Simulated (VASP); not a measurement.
An input for Ansatz (written as the equivalent of a VASP run, and not itself run):

Ansatz 0.2 input:
```yaml
crystal:
  lattice:
    - [3.9985996, 0.0000000, 0.0000000]
    - [0.0000000, 3.9985996, 0.0000000]
    - [0.0000000, 0.0000000, 3.9985996]
  atoms:
    - { symbol: Ba, position: [0.0000000, 0.0000000, 0.0000000] }
    - { symbol: Ti, position: [0.5000000, 0.5000000, 0.5000000] }
    - { symbol: O, position: [0.5000000, 0.0000000, 0.5000000] }
    - { symbol: O, position: [0.0000000, 0.5000000, 0.5000000] }
    - { symbol: O, position: [0.5000000, 0.5000000, 0.0000000] }
kpoints:
  mp_grid: { grid: [6, 6, 6] }
hamiltonian:
  xc: r2scan
  dispersion: rvv10
  pseudopotentials: { kind: paw }
scf:
  occupations: { method: gaussian, width: 0.05 }
  max_iter: 100
output: { forces: true, stress: true, eigenvalues: true }
```

Q: Write the VASP files for the same calculation (r2SCAN+rVV10).

A: One answer among several that fit: 
POSCAR:
```
BaTiO3
1.0
  3.9985996241   0.0000000000   0.0000000000
  0.0000000000   3.9985996241   0.0000000000
  0.0000000000   0.0000000000   3.9985996241
Ba Ti O
1 1 3
Cart
  0.0000000000   0.0000000000   0.0000000000
  1.9992998121   1.9992998121   1.9992998121
  1.9992998121   0.0000000000   1.9992998121
  0.0000000000   1.9992998121   1.9992998121
  1.9992998121   1.9992998121   0.0000000000
```

File KPOINTS:
```
Automatic
0
G
 6 6 6
```

### INCAR
```
SYSTEM = BaTiO3
PREC = Accurate
ENCUT = 520
EDIFF = 1E-7
NELM = 100
ALGO = Normal
LREAL = .FALSE.
LASPH = .TRUE.
ISMEAR = 0
SIGMA = 0.05
METAGGA = R2SCAN
LUSE_VDW = .TRUE.
BPARAM = 11.95
CPARAM = 0.0093
LMIXTAU = .TRUE.
LMAXMIX = 4
LWAVE = .FALSE.
LCHARG = .FALSE.
ISIF = 2
```

POTCAR, in this order: Ba_sv Ti_sv O (PBE.64 set). Program: vasp_std.

What does not carry over: each code has its own PAW files, so the cut-off isn't converted (ENCUT is set for VASP's; basis.ecutwfc is left out, and Ansatz then takes the one that its files recommend); Ansatz stops its SCF on the density residual and VASP on the energy change (EDIFF).

The compound is BaTiO3 in the cubic perovskite structure, the ideal cubic form; the compound distorts at low or room temperature. It was relaxed first.
